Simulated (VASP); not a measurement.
CsPbBr₃ (cubic perovskite): the band gap from VASP (plane waves, PAW) at several levels of theory. Gaps are without spin-orbit coupling. Each level names its cell: its own relaxed one, PBE's, or the starting one. A gap is the smallest over the k-mesh and a band path; hybrids may have named points in place of the path, and GW has the mesh alone.

| level | band gap (eV) |
|---|---|
| PBE (own cell) | 1.78 |
| r2SCAN (own cell) | 2.05 |

The cell of the PBE (own cell) run:

```xyz
5
Lattice="6.0028 0.0000 0.0000 0.0000 6.0028 0.0000 0.0000 0.0000 6.0028" Properties=species:S:1:pos:R:3 pbc="T T T"
Cs     0.0000     0.0000     0.0000
Pb     3.0014     3.0014     3.0014
Br     3.0014     0.0000     3.0014
Br     0.0000     3.0014     3.0014
Br     3.0014     3.0014     0.0000
```

Only levels that ran to the end are used. Left out are those held back, those with too coarse a band path, GW runs whose mesh misses a band edge, hybrids' fits of cells that aren't cubic and levels without matching references; a question may draw on a part of the rest.

The compound is CsPbBr3 in the cubic perovskite structure, the ideal cubic form; the compound distorts at low or room temperature.
